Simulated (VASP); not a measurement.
Level of theory: PBE GGA, VASP's PBE PAW potentials (set 64) (plane waves; VASP).

VASP ran on this input.

### KPOINTS
```
kpoints
0
gamma
12 12 7
```

### POSCAR
```
Er
1
    1.8093151234    -3.1338252702     0.0000000000
    1.8093151234     3.1338252702     0.0000000000
    0.0000000000     0.0000000000     5.5901052726
Er
2
Direct
  0.3333330000   0.6666670000   0.2500000000
  0.6666670000   0.3333330000   0.7500000000
```

INCAR:
```
ISIF=4   ! ions and shape, fixed volume
NSW=30
SYSTEM=Er
GGA=PE   ! PBE
LWAVE=.FALSE.
LASPH=.TRUE.   ! aspherical one-centre terms
LREAL=.FALSE.
NELM=100
ISMEAR=1   ! Methfessel-Paxton
LCHARG=.FALSE.
LMAXMIX=6   ! l cut-off of mixed one-centre charges
IBRION=2
ALGO=Normal   ! blocked Davidson
PREC=Accurate
SIGMA=0.1   ! width (eV)
ENCUT=520
EDIFF=1E-7
EDIFFG=-0.01
```

POTCAR, in this order: Er_3 (PBE.64 set). Program: vasp_std.

The 4f electrons are frozen in the core of the lanthanide potential, so 4f levels, which can set the real gap, and their magnetism are missing.

**Question.** Estimate the energy per atom (σ→0), band gap (on the k-mesh).

**Answer.** 
- energy per atom (σ→0): -4.492 eV/atom
- band gap (on the k-mesh): none (metal, semimetal or under 0.01 eV)

File OSZICAR:
```
...
       N       E                     dE             d eps       ncg     rms          rms(c)
DAV:   1    -0.898588162086E+01   -0.23778E-03   -0.10476E-02  3041   0.127E+00    0.733E-02
DAV:   2    -0.898575055278E+01    0.13107E-03   -0.26745E-04  3319   0.241E-01    0.409E-02
DAV:   3    -0.898568500986E+01    0.65543E-04   -0.71494E-05  3779   0.979E-02    0.229E-02
DAV:   4    -0.898568441101E+01    0.59884E-06   -0.11196E-05  3323   0.287E-02    0.932E-03
DAV:   5    -0.898568424945E+01    0.16156E-06   -0.29419E-07  2404   0.854E-03    0.156E-03
DAV:   6    -0.898568419529E+01    0.54164E-07   -0.42658E-08  1494   0.474E-03
   3 F= -.89856842E+01 E0= -.89849645E+01  d E =-.250170E-03
```

The compound is Er in the hcp structure. This cell is one point of a volume scan, at 1.03 of the reference volume. Symmetry was kept, so distortions that lower it aren't found.
